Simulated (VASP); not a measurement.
Method: r2SCAN meta-GGA, VASP's PBE PAW potentials (set 64) (plane waves; VASP).

VASP input:

### POSCAR
```
Ru
1
    2.4920882256     0.0000000000     0.0000000000
    0.0000000000     2.4671673433     0.0000000000
    0.0000000000     0.0000000000     2.4671673433
Ru
1
Direct
  0.0000000000   0.0000000000   0.0000000000
```

**INCAR**
```
ALGO = Normal
EDIFF = 1E-7
ENCUT = 480
ISIF = 2
ISMEAR = 1
LASPH = T
LCHARG = F
LMAXMIX = 4
LMIXTAU = T
LREAL = F
LWAVE = F
METAGGA = R2SCAN
NELM = 100
PREC = Accurate
SIGMA = 0.1
SYSTEM = Ru
```

File KPOINTS:
```
Automatic mesh
0
Gamma
14 14 14
0 0 0
```

POTCAR, in this order: Ru_pv (PBE.64 set). Program: vasp_std.

The run wrote:

### OSZICAR
```
       N       E                     dE             d eps       ncg     rms          rms(c)
DAV:   1     0.837518235721E+02    0.83752E+02   -0.86245E+03  6371   0.129E+03
DAV:   2    -0.276842884148E+02   -0.11144E+03   -0.10647E+03  6603   0.350E+02
DAV:   3    -0.292638055393E+02   -0.15795E+01   -0.15463E+01  7253   0.457E+01
DAV:   4    -0.292696426283E+02   -0.58371E-02   -0.58352E-02  6981   0.307E+00
DAV:   5    -0.292696753667E+02   -0.32738E-04   -0.32739E-04  7122   0.232E-01    0.143E+01
DAV:   6    -0.240091627179E+02    0.52605E+01   -0.57415E+00  6447   0.311E+01    0.171E+00
DAV:   7    -0.242628891178E+02   -0.25373E+00   -0.48703E-01  6438   0.813E+00    0.218E+00
DAV:   8    -0.242343267545E+02    0.28562E-01   -0.99659E-02  6531   0.308E+00    0.619E-01
DAV:   9    -0.242505619210E+02   -0.16235E-01   -0.21560E-02  6507   0.131E+00    0.112E-01
DAV:  10    -0.242514639576E+02   -0.90204E-03   -0.17787E-03  6612   0.381E-01    0.107E-01
DAV:  11    -0.242515164926E+02   -0.52535E-04   -0.32940E-04  6462   0.201E-01    0.193E-02
DAV:  12    -0.242515137245E+02    0.27682E-05   -0.66162E-05  6423   0.865E-02    0.236E-02
DAV:  13    -0.242515107447E+02    0.29797E-05   -0.19858E-05  6465   0.564E-02    0.717E-03
DAV:  14    -0.242515227056E+02   -0.11961E-04   -0.70249E-06  6612   0.205E-02    0.152E-03
DAV:  15    -0.242515242409E+02   -0.15353E-05   -0.21872E-06  6663   0.112E-02    0.742E-04
DAV:  16    -0.242515244797E+02   -0.23876E-06   -0.19427E-07  6369   0.511E-03    0.319E-04
DAV:  17    -0.242515244981E+02   -0.18421E-07   -0.70437E-08  3862   0.270E-03
   1 F= -.24251524E+02 E0= -.24251455E+02  d E =-.207603E-03
```

File OUTCAR:
```
------------------------ aborting loop because EDIFF is reached ----------------------------------------
  FORCE on cell =-STRESS in cart. coord.  units (eV):
  Direction    XX          YY          ZZ          XY          YZ          ZX
  --------------------------------------------------------------------------------------
  Total        0.4877672      0.6212034      0.6212034      0.0000000      0.0000000      0.0000000
  in kB       51.5184232     65.6120743     65.6120743      0.0000000      0.0000000      0.0000000
  external PRESSURE =      60.9141906 kB  Pullay stress =       0.0000000 kB
  volume of cell :       15.17
      direct lattice vectors                 reciprocal lattice vectors
     2.492088226  0.000000000  0.000000000     0.401269903  0.000000000  0.000000000
     0.000000000  2.467167343  0.000000000     0.000000000  0.405323134  0.000000000
     0.000000000  0.000000000  2.467167343     0.000000000  0.000000000  0.405323134
 POSITION                                       TOTAL-FORCE (eV/Angst)
 -----------------------------------------------------------------------------------
      0.00000      0.00000      0.00000         0.000000      0.000000      0.000000
 -----------------------------------------------------------------------------------
    total drift:                                0.000000      0.000000     -0.000000
  FREE ENERGIE OF THE ION-ELECTRON SYSTEM (eV)
  ---------------------------------------------------
  free  energy   TOTEN  =       -24.2515244981 eV

  energy  without entropy=      -24.2513168953  energy(sigma->0) =      -24.25145530
```
(Selected blocks of OUTCAR.)

The structure was generated: Ru was put into the simple-cubic type (Pm-3m), which need not be its known phase. This cell was strained or had an atom moved on purpose.
